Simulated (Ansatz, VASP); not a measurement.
# InAs in two plane-wave programs

Aim: how closely do two programs agree when they are given the same cell, functional and k mesh? The cell is taken from a series of runs on this material, whose earlier steps may have relaxed, scaled, displaced or heated it; both programs get it as it stands.

Method: plane waves, with VASP 6.6.1 beside it; relaxation of cell and atoms at PBEsol, in Ansatz 0.2.0.

**1. Set-up**

It takes space group F-43m (No. 216, cubic). The conventional cell has a = 6.088 Å, b = 6.088 Å, c = 6.088 Å, α = 90.00°, β = 90.00°, γ = 90.00°. Nearest to In lie 4 As at 2.64 Å. Nearest to As lie 4 In at 2.64 Å. Farther neighbours are not listed.

Coordinates:

```xyz
2
Lattice="-3.0440 0.0000 3.0440 0.0000 3.0440 3.0440 -3.0440 3.0440 0.0000" Properties=species:S:1:pos:R:3 pbc="T T T"
In    0.0000    0.0000    0.0000
As   -1.5220    1.5220    1.5220
```

**2. VASP: relaxation of cell and atoms, PBEsol**

The relaxed volume is the usual yardstick between codes: in a stiff, nearly cubic crystal its relative difference is about their pressure difference at one cell divided by the bulk modulus.

Lines of VASP's logs that name or quote its potential files are left out, and so is its time.

Contents of INCAR:

```
SYSTEM = InAs
PREC = Accurate
ENCUT = 500
EDIFF = 1E-07
NELM = 120
ISMEAR = 1
SIGMA = 0.15
LREAL = .FALSE.
ALGO = Normal
GGA = PS
NBANDS = 15
LORBIT = 11
LWAVE = .FALSE.
LCHARG = .FALSE.
ISIF = 3
IBRION = 2
NSW = 80
EDIFFG = -0.005
LASPH = .TRUE.
GGA_COMPAT = .FALSE.
NELMIN = 4
```

Contents of POSCAR:

```
InAs
1.0
   -3.0439550000      0.0000000000      3.0439550000
    0.0000000000      3.0439550000      3.0439550000
   -3.0439550000      3.0439550000      0.0000000000
In As
1 1
Direct
    0.0000000000      0.0000000000      0.0000000000
    0.2500000821      0.2500000821      0.2500000821
```

Contents of KPOINTS:

```
Automatic mesh
0
Gamma
12 12 12
0 0 0
```

PAW data sets: In_d and As (PBE family, release 64).

On the command line:

```sh
mpirun -np 1 vasp_std
```

Numbers of over 12 decimals in the logs are rounded to 6 here.

The program printed:

```text
[banner, memory and clock lines left out]
running    1 mpi-ranks, on    1 nodes
 distrk:  each k-point on    1 cores,    1 groups
 distr:  one band on    1 cores,    1 groups

 POSCAR found type information on POSCAR InAs
 POSCAR found :  2 types and       2 ions
|                                                                             |
|               ----> ADVICE to this user running VASP <----                  |
|                                                                             |
|     You enforced a specific xc type in the INCAR file but a different       |
|     [... a line on the potential file left out ...]
|     I HOPE YOU KNOW WHAT YOU ARE DOING!                                     |
|                                                                             |

 LDA part: xc-table for (Slater+PW92), standard interpolation
 POSCAR, INCAR and KPOINTS ok, starting setup
 FFT: planning ... GRIDC
 FFT: planning ... GRID_SOFT
 FFT: planning ... GRID
 WAVECAR not read
 entering main loop
       N       E                     dE             d eps       ncg     rms          rms(c)
DAV:   1     0.110088374242E+03    0.11009E+03   -0.81411E+03  2167   0.125E+03
DAV:   2    -0.112759901786E+01   -0.11122E+03   -0.10704E+03  2314   0.301E+02
DAV:   3    -0.858376628896E+01   -0.74562E+01   -0.74192E+01  2811   0.786E+01
DAV:   4    -0.877142848289E+01   -0.18766E+00   -0.18761E+00  2645   0.138E+01
DAV:   5    -0.878100132210E+01   -0.95728E-02   -0.95726E-02  3276   0.264E+00    0.433E+00
DAV:   6    -0.852204271406E+01    0.25896E+00   -0.39885E-01  3371   0.118E+01    0.236E+00
DAV:   7    -0.849167382538E+01    0.30369E-01   -0.10763E-01  3047   0.335E+00    0.678E-01
DAV:   8    -0.849013793867E+01    0.15359E-02   -0.12362E-02  2859   0.134E+00    0.192E-01
DAV:   9    -0.849037917111E+01   -0.24123E-03   -0.86411E-04  2672   0.283E-01    0.110E-01
DAV:  10    -0.849044895557E+01   -0.69784E-04   -0.12559E-04  3327   0.162E-01    0.674E-02
DAV:  11    -0.849046809405E+01   -0.19138E-04   -0.56656E-05  2461   0.107E-01    0.520E-02
DAV:  12    -0.849046817517E+01   -0.81124E-07   -0.60174E-06  2491   0.268E-02    0.790E-03
DAV:  13    -0.849046827595E+01   -0.10077E-06   -0.11975E-06  2832   0.599E-03    0.396E-03
DAV:  14    -0.849046822499E+01    0.50953E-07   -0.61452E-08  1998   0.258E-03
   1 F= -.84904682E+01 E0= -.84905279E+01  d E =-.849047E+01
 curvature:   0.00 expect dE= 0.000E+00 dE for cont linesearch  0.000E+00
 trial: gam= 0.00000 g(F)=  0.166E-41 g(S)=  0.389E-04 ort = 0.000E+00 (trialstep = 0.100E+01)
 search vector abs. value=  0.389E-04
 bond charge predicted
       N       E                     dE             d eps       ncg     rms          rms(c)
DAV:   1    -0.849093641923E+01   -0.46814E-03   -0.10846E-02  2762   0.203E+00    0.136E-01
DAV:   2    -0.849054915629E+01    0.38726E-03   -0.76939E-04  2685   0.638E-01    0.488E-02
DAV:   3    -0.849048258215E+01    0.66574E-04   -0.18775E-04  2790   0.284E-01    0.274E-02
DAV:   4    -0.849048164771E+01    0.93445E-06   -0.86200E-06  2335   0.270E-02    0.199E-02
DAV:   5    -0.849047916412E+01    0.24836E-05   -0.88878E-07  2609   0.873E-03    0.847E-03
DAV:   6    -0.849047823804E+01    0.92608E-06   -0.39336E-07  3324   0.671E-03    0.133E-03
DAV:   7    -0.849047839897E+01   -0.16093E-06   -0.37566E-08  1276   0.338E-03    0.275E-04
DAV:   8    -0.849047840268E+01   -0.37176E-08   -0.16332E-08  1234   0.252E-03
   2 F= -.84904784E+01 E0= -.84905384E+01  d E =-.101777E-04
 trial-energy change:   -0.000010  1 .order   -0.000011   -0.000039    0.000017
 step:   0.6777(harm=  0.6920)  dis= 0.00000  next Energy=    -8.490481 (dE=-0.130E-04)
 bond charge predicted
       N       E                     dE             d eps       ncg     rms          rms(c)
DAV:   1    -0.849052821858E+01   -0.49820E-04   -0.11227E-03  2734   0.651E-01    0.440E-02
DAV:   2    -0.849048697468E+01    0.41244E-04   -0.80325E-05  2692   0.207E-01    0.157E-02
DAV:   3    -0.849048051888E+01    0.64558E-05   -0.19423E-05  2790   0.915E-02    0.890E-03
DAV:   4    -0.849048067639E+01   -0.15751E-06   -0.89112E-07  2342   0.866E-03    0.644E-03
DAV:   5    -0.849048097349E+01   -0.29710E-06   -0.75313E-08  1745   0.283E-03    0.241E-03
DAV:   6    -0.849048123449E+01   -0.26100E-06   -0.52729E-08  1220   0.225E-03    0.556E-04
DAV:   7    -0.849048118351E+01    0.50979E-07   -0.17303E-08  1164   0.196E-03
   3 F= -.84904812E+01 E0= -.84905411E+01  d E =-.129585E-04
 curvature:  -0.35 expect dE=-0.523E-08 dE for cont linesearch -0.523E-08
 trial: gam=-0.01935 g(F)=  0.642E-41 g(S)=  0.151E-07 ort = 0.768E-06 (trialstep = 0.936E+00)
 search vector abs. value=  0.106E-09
 reached required accuracy - stopping structural energy minimisation
```

OUTCAR, selected parts (step 2):

```text
ion  position               nearest neighbor table
   1  0.000  0.000  0.000-   2 2.64   2 2.64   2 2.64   2 2.64
   2  0.250  0.250  0.250-   1 2.64   1 2.64   1 2.64   1 2.64

  LATTYP: Found a face centered cubic cell.
 ALAT       =     6.0879100000

 Subroutine GETGRP returns: Found 24 space group operations
 (whereof 24 operations were pure point group operations)

The static configuration has the point symmetry T_d .

 Found     72 irreducible k-points:

   k-points           NKPTS =     72   k-points in BZ     NKDIM =     72   number of bands    NBANDS=     15

   dimension x,y,z NGX =    32 NGY =   32 NGZ =   32
   dimension x,y,z NGXF=    64 NGYF=   64 NGZF=   64

   ENCUT  =  500.0 eV  36.75 Ry    6.06 a.u.   7.85  7.85  7.85*2*pi/ulx,y,z

   NELECT =      18.0000    total number of electrons

 k-points in reciprocal lattice and weights: Automatic mesh
   0.00000000  0.00000000  0.00000000       0.001
   0.08333333  0.00000000  0.00000000       0.005
   0.16666667  0.00000000  0.00000000       0.005
   0.25000000  0.00000000  0.00000000       0.005
   0.33333333  0.00000000  0.00000000       0.005
   0.41666667  0.00000000  0.00000000       0.005
   0.50000000  0.00000000  0.00000000       0.002
   0.08333333  0.08333333  0.00000000       0.003
   0.16666667  0.08333333  0.00000000       0.014
[...]
-0.33333333  0.50000000  0.16666667       0.007
  -0.25000000  0.50000000  0.25000000       0.003

 average (electrostatic) potential at core
       1 -96.6156       2 -49.6989

 E-fermi :   4.1849

 k-point     1 :       0.0000    0.0000    0.0000
  band No.  band energies     occupation
    ...
      6      -7.5946      2.00000
      7       3.7689      2.00063
      8       4.1590      1.28705
      9       4.1590      1.28705
     10       4.1590      1.28699
     11       8.0062      0.00000
     12       8.0062      0.00000
     13       8.0062      0.00000
     14      11.4108      0.00000
     15      13.7693      0.00000

 k-point     2 :       0.0833    0.0000    0.0000
  band No.  band energies     occupation
    ...
      5     -10.0107      2.00000
      6      -7.5241      2.00000
      7       2.8149      2.00000
      8       4.0697      1.96258
      9       4.0697      1.96256
     10       4.8696     -0.00000
     11       8.0214      0.00000
     12       8.1387      0.00000
     13       8.1387      0.00000
     14      11.8478      0.00000
    ...

 k-point     3 :       0.1667    0.0000    0.0000
  band No.  band energies     occupation
    ...
      5     -10.0106      2.00000
      6      -7.3206      2.00000
      7       1.6186      2.00000
      8       3.8526      2.00751
      9       3.8526      2.00751
     10       5.2820     -0.00000
     11       8.3630      0.00000
     12       8.4419      0.00000
     13       8.4419      0.00000
     14      12.5194      0.00000
    ...

  Total        0.0004575      0.0004575      0.0004575     -0.0000000      0.0000000      0.0000000
  in kB        0.0129810      0.0129810      0.0129810     -0.0000000      0.0000000      0.0000000
  external PRESSURE =       0.0129810 kB  Pullay stress =       0.0000000 kB

  energy-cutoff  :      500.00
  volume of cell :       56.47
      direct lattice vectors                 reciprocal lattice vectors
    -3.045108559 -0.000000000  3.045108559    -0.164197759 -0.164197759  0.164197759
     0.000000000  3.045108559  3.045108559     0.164197759  0.164197759  0.164197759
    -3.045108559  3.045108559  0.000000000    -0.164197759  0.164197759 -0.164197759

 POSITION                                       TOTAL-FORCE (eV/Angst)
 -----------------------------------------------------------------------------------
     -0.00000      0.00000      0.00000         0.000000     -0.000000     -0.000000
     -1.52255      1.52255      1.52255        -0.000000      0.000000      0.000000
 -----------------------------------------------------------------------------------
    total drift:                                0.000084     -0.000084     -0.000084

  FREE ENERGIE OF THE ION-ELECTRON SYSTEM (eV)
  ---------------------------------------------------
  free  energy   TOTEN  =        -8.4904811835 eV

  energy  without entropy=       -8.4906609166  energy(sigma->0) =       -8.49054109

 reached required accuracy - stopping structural energy minimisation

 total charge
# of ion       s       p       d       tot
------------------------------------------
    1        0.849   0.717   9.886  11.452
    2        1.225   1.546   0.021   2.793
--------------------------------------------------
tot          2.074   2.263   9.907  14.245

[... 3 further parts left out ...]
```

**3. Ansatz: relaxation of cell and atoms, PBEsol**

Ansatz runs on its default PAW (the set named soft_2) files.

The same cell, functional, mesh and smearing now go to Ansatz, which takes its cutoff from its data sets.

Contents of input.yaml:

```yaml
crystal:
  lattice:
    - [-3.0439550841, 0.0, 3.0439550841]
    - [0.0, 3.0439550841, 3.0439550841]
    - [-3.0439550841, 3.0439550841, 0.0]
  atoms:
    - { symbol: In, position: [0.0, 0.0, 0.0] }
    - { symbol: As, position: [0.25, 0.25, 0.25] }
kpoints:
  mp_grid: { grid: [12, 12, 12] }
hamiltonian:
  xc: pbesol
scf:
  occupations: { method: methfessel_paxton, width: 0.15 }
output:
  forces: true
  stress: true
  eigenvalues: true
relax:
  adjacent_minimum: "off"
  f_tol: 0.001
  max_steps: 60
  cell: { stress_tol: 0.01 }
```

On the command line:

```sh
ansatz run input.yaml --threads 2 --pin off --max-ram 5120MiB --backend cpu --events-out ev --progress --plain --runs-dir out
```

The program printed:

```text
Engine: ansatz 0.2.0, x86_64-unknown-linux-gnu
Pseudopotentials: kind: paw
Pseudopotential: In, paw, valence charge 13, recommended cutoff 420 eV (normal), In.paw.azcp
Pseudopotential: As, paw, valence charge 15, recommended cutoff 420 eV (normal), As.paw.azcp
Functional definition: PBEsol
  exchange = pbesol_x
  correlation = pbesol_c
Crystal: 2 atoms, lattice volume = 56.409 Å³
Basis set: ecut = 420 eV, 1067 PW (Γ), exchange–correlation on 60×60×60 points (8 copies of the dense FFT grid, shifted against one another)
Bands: 18, of which v1, the nominal top of the filled ones, is band 14 counted from 1 (13 counted from 0)
Symmetry: 24 space group operations
Space group: F-43m (ITA 216), of the structure as read, at distance tolerance 3.8e-5 Å
k-points: 72 of 1728 (time reversal used)
Non-local potential: In, projectors of the file, l = 0: 2, l = 1: 2, l = 2: 2, l = 3: 2
Non-local potential: As, projectors of the file, l = 0: 2, l = 1: 2, l = 2: 3, l = 3: 1
PAW form: soft (Blöchl's): semilocal exchange-correlation on the pseudo side does not see the compensation charge
PAW frozen core: In, regenerated for the run's functional, and the local potential with it (the file was generated under x = pbe(κ = 0.804, μ = 0.219515), c = pbe(β = 0.066725))
PAW frozen core: As, regenerated for the run's functional, and the local potential with it (the file was generated under x = pbe(κ = 0.804, μ = 0.219515), c = pbe(β = 0.066725))
PAW one-centre angular grid: In, 590 points (default); XC on 64 Gauss nodes
PAW one-centre angular grid: As, 590 points (default); XC on 64 Gauss nodes
Initial density: superposition of atomic densities (neutral atoms: chi_scale 0, normalization atom), corrected by the library's trained network
Initial wavefunctions: pseudopotential atomic-orbital guess
Functional: x = pbesol(κ = 0.804, μ = 0.123457), c = pbesol(β = 0.046)
SCF iter   1: F=—  HF=-10338.835986 eV  |F-HF|=—  |Δ(HF+E_count)|=         —  Δρ=4.47e-3  dr2=1.97e-2  ethr=1.77e-3  ⟨swp⟩=5.1  Hψ=6133  notcnv=0
preconditioner: auto → none  [insulator: Δε(μ)=0.691 eV  Ē_g=14.538 eV  σ=0.150 eV  W_gap=0.64  n_scr=14 (ndim 8)  ℏωp=21.0 eV  f_vac=0.112  D(μ)=0.06/eV (n_scr^D=0)  ε∞_Penn≈3.1]
SCF iter   2: F=—  HF=-10338.828541 eV  |F-HF|=—  |Δ(HF+E_count)|=   7.45e-3  S|Δr|=    0.00e0  Δρ=1.49e-3  dr2=1.10e-3  ethr=7.03e-5  ⟨swp⟩=2.0  Hψ=2135  notcnv=0
SCF iter   3: F=—  HF=-10338.828358 eV  |F-HF|=—  |Δ(HF+E_count)|=   1.82e-4  S|Δr|=    0.00e0  Δρ=4.93e-4  dr2=1.52e-4  ethr=3.93e-6  ⟨swp⟩=2.0  Hψ=2305  notcnv=0
SCF iter   4: F=—  HF=-10338.828388 eV  |F-HF|=—  |Δ(HF+E_count)|=   3.01e-5  S|Δr|=    0.00e0  Δρ=2.08e-4  dr2=1.57e-5  ethr=5.43e-7  ⟨swp⟩=2.0  Hψ=1564  notcnv=0
SCF iter   5: F=—  HF=-10338.828402 eV  |F-HF|=—  |Δ(HF+E_count)|=   1.36e-5  S|Δr|=    0.00e0  Δρ=1.78e-5  dr2=1.17e-7  ethr=5.62e-8  ⟨swp⟩=2.0  Hψ=1558  notcnv=0
SCF iter   6: F=-10338.828402 eV  HF=-10338.828402 eV  |F-HF|=9.31e-9  |Δ(HF+E_count)|=   4.55e-8  S|Δr|=    0.00e0  Δρ=4.70e-6  dr2=8.35e-9  ethr=3.57e-10  ⟨swp⟩=5.7  Hψ=5672  notcnv=0
SCF 1 converged in 6 iterations: F = -10338.828402 eV  dr2 = 8.35e-9
  greatest PAW one-centre occupation: 0.999 electrons in one spin orbital (limit 2), on the As atom at site 1 (counted from 0), in its partial waves of l = 2
relax step   1: F+E_penalty+E_count = -10338.82840188 eV  Δ(F+E_penalty+E_count) = +0.000e0 eV  max|allowed force component| = 3.816e-17 eV/Å  Δτ_max = 0.0000 Å  P = -0.026 GPa  Ω = 56.409 Å³  (6 SCF iters, dr2 threshold 1.00e-7 eV, accepted)
[...]
relax step   2: F+E_penalty+E_count = -10338.82841040 eV  Δ(F+E_penalty+E_count) = -8.515e-6 eV  max|allowed force component| = 3.686e-17 eV/Å  Δτ_max = 0.0000 Å  P = +0.010 GPa  Ω = 56.373 Å³  energy of the carried Pulay correction = +6.691e-6 eV  (4 SCF iters, dr2 threshold 1.67e-9 eV, accepted)
[...]
relax step   3: F+E_penalty+E_count = -10338.82840153 eV  Δ(F+E_penalty+E_count) = +8.871e-6 eV  max|allowed force component| = 3.701e-17 eV/Å  Δτ_max = 0.0000 Å  P = +0.010 GPa  Ω = 56.373 Å³  stress off target by 9.62e-3 GPa  SCF on the basis re-selected at this cell (its energy is not comparable with the rows above)  (5 SCF iters)
basis re-selected at this cell: Δ(F+E_penalty+E_count) = +8.871e-6 eV, ΔP = +0.000 GPa vs the last step (what re-selecting the basis moved, of the pressure what is left beyond the Pulay correction that the steps carried, after the strain that the cell walked since its last selection, with what the two solves' SCF thresholds leave and, on support functions, any second-order correction that the steps lacked; it is no m [...]
SCF converged after 5 iterations
Stability not checked: this state was not tested for a lower state beside it, because cold or Methfessel-Paxton smearing, or corrected tetrahedra, fill the levels in a way that the test cannot read (fill_not_monotonic; see scf.lower_state_search)
Free energy (F): -10338.828402 eV
Harris-Foulkes:  -10338.828402 eV  (|F-HF|=1.82e-12)
Internal energy: -10338.828581 eV  (E = F + TS)
E sigma→0 (E₀):  -10338.828447 eV
Entropy (-TS):   0.000180 eV (0.090 meV/atom)
Fermi energy:    7.474575 eV
Step filling:    the computed levels leave a gap of 0.0000 eV = 0.0 smearing widths at the electron count; against every level under it full and every level over it empty, smearing changes F+E_penalty+E_count by +0.091 meV and its σ→0 estimate by +0.046 meV
--- Per-component energies (eV) ---
  E_band       = -321.950226
  E_kinetic    = 346.694690
  E_local      = -3303.967004  (includes V_loc(G=0)·N_el)
  E_nonlocal   = -299.780235
  E_hartree    = 1593.286566
  E_xc         = -291.831724
  E_vxc        = -178.746468  (∫ρ·V_xc dr)
  E_paw        = -5877.656372  (= ΣΔE_a)
  E_vpaw       = -72.724381  (= ΣTr[D̂ρ^β])
  E_aug_tail   = 0.000034  (compensation charges beyond the density's cutoff)
  E_ewald      = -2506.776866
  E_core_change = 1.202331  (= ΣΔE_core)
  E_smearing   = 0.000180  (= −TS)
  E_closure    = 0.000000  (closes the sum)
  Σ components = -10338.828402   (vs F -10338.828402, Δ=0.00e0)
--- Forces (eV/Å), atoms counted from 1 ---
  atom   1  In     0.00000000    -0.00000000    -0.00000000
  atom   2  As    -0.00000000     0.00000000     0.00000000
  max |Σ_I F_I| component: 5.55e-17 eV/Å
--- Stress (GPa, compression-positive) ---
        0.009623       0.000000      -0.000000
        0.000000       0.009623       0.000000
        0.000000       0.000000       0.009623
  P = ⅓ Tr σ = 0.0096 GPa (0.096 kbar)
--- Band table (eV; the first three rows and the last of 72) ---
  k-point 0: bands = [... 10 lower, -4.3185, 7.0620, 7.4487, 7.4487, 7.4487, 11.3082, 11.3082, 11.3082]
  k-point 1: bands = [... 10 lower, -4.2478, 6.1060, 7.3595, 7.3595, 8.1618, 11.3225, 11.4408, 11.4408]
  k-point 2: bands = [... 10 lower, -4.0439, 4.9091, 7.1424, 7.1424, 8.5762, 11.6621, 11.7443, 11.7443]
  k-point 71: bands = [... 10 lower, -2.3265, 1.7991, 4.5485, 4.6319, 11.5481, 11.6563, 12.3253, 13.4260]
--- Relaxed structure (2 steps of the walk, 2 accepted, 1 SCFs on fresh bases) ---
  F+E_penalty+E_count = -10338.82840153 eV   max|allowed force component| = 3.701e-17 eV/Å   (the final SCF, on the basis selected at the relaxed cell)
  cell:  # Å, volume = 56.3727 Å³
    - [-3.043310, 0, 3.043310]
    - [0, 3.043310, 3.043310]
    - [-3.043310, 3.043310, 0]
  atoms:
    - { symbol: In, position: [0, 0, 0] }
    - { symbol: As, position: [0.250000, 0.250000, 0.250000] }
```

**4. Differences**

Known differences besides the potentials themselves: the data sets hold 28 valence electrons in Ansatz (on its default PAW (the set named soft_2) files) and 18 in VASP; the cutoff is 420 eV in Ansatz and 500 eV in VASP; Ansatz makes its cores anew for this functional, VASP keeps those of its PBE data sets; Ansatz adds a Pulay correction to the stress that steers its cell, VASP none. Total energies have different zeros and are not compared.

Compared:

| quantity | Ansatz | VASP | difference |
| --- | --- | --- | --- |
| volume (Å³) | 56.37 | 56.47 | -0.18 % |
| edge a after relaxation, in the typed setting (Å) | 4.304 | 4.306 | -0.06 % |

**5. What came out**

| Quantity | Value |
| --- | --- |
| difference in volume (relaxation of cell and atoms, PBEsol) | -0.18 % |

What this shows: The difference in volume is -0.18 % (relaxation of cell and atoms, PBEsol), within the 1.2 % picked in this series as the mark of a large difference, as far as the stopping tolerances let one tell. The data sets hold unlike numbers of valence electrons (28 in Ansatz and 18 in VASP), so part of the differences comes from the potentials. 1 further run of this series is not shown here. Such differences can come from data sets, numerical settings and the points named under the comparisons, not from the functional's error against experiment.

[Lines on the potential files, build, host, timing and source positions are cut from VASP's logs without a mark.]

[Logs are printed without paths, hosts, clocks, repeated set-up lines and the standing remarks that a program may print on its own settings, such as how far it seeks lower states.]

[Hosts, paths, dates, database ids (printed as entryN), source tags and the programs' standing remarks are cut or masked in the printed files.]
